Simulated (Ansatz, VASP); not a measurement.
## Two plane-wave programs on CaMg2

```
CELL_PARAMETERS angstrom
6.08974 0.00000 0.00000
-3.04487 5.27387 0.00000
0.00000 0.00000 5.39701
ATOMIC_POSITIONS crystal
Ca 0.33333 0.66667 0.50000
Ca 0.66667 0.33333 0.50000
Mg 0.69408 0.00000 0.00000
Mg 0.00000 0.69408 0.00000
Mg 0.30592 0.30592 0.00000
Mg 0.00000 0.00000 0.50000
```

Alike in both runs: task relaxation of cell and atoms; functional LDA; k mesh 9 × 9 × 6; occupations gaussian, width 0.1 eV; no spin polarisation.

|  | VASP | Ansatz |
| --- | --- | --- |
| version | VASP 6.6.1 | Ansatz 0.2.0 |
| potentials or method | VASP PAW LDA potentials, release 64 (Ca_sv, Mg) | scalar-relativistic, plane waves, PAW |
| plane-wave cutoff (eV) | 600 | 420 |
| valence electrons in the cell | 28 | 60 |

```csv
,VASP,Ansatz,Ansatz less VASP
"gap on the k mesh at the Fermi level, each at its own relaxed structure (eV)",none,none,-
relaxed volume (Å³/atom),26.50,26.67,+0.174
relaxed cell length with the largest relative difference (Å),5.903,5.918,+0.0150
energy change over the relaxation (meV/atom),-18,-15,+3.1
```

A gap of «none» marks a metal or a gap that the smearing closes. The two sets of potentials don't hold the same shells in valence.
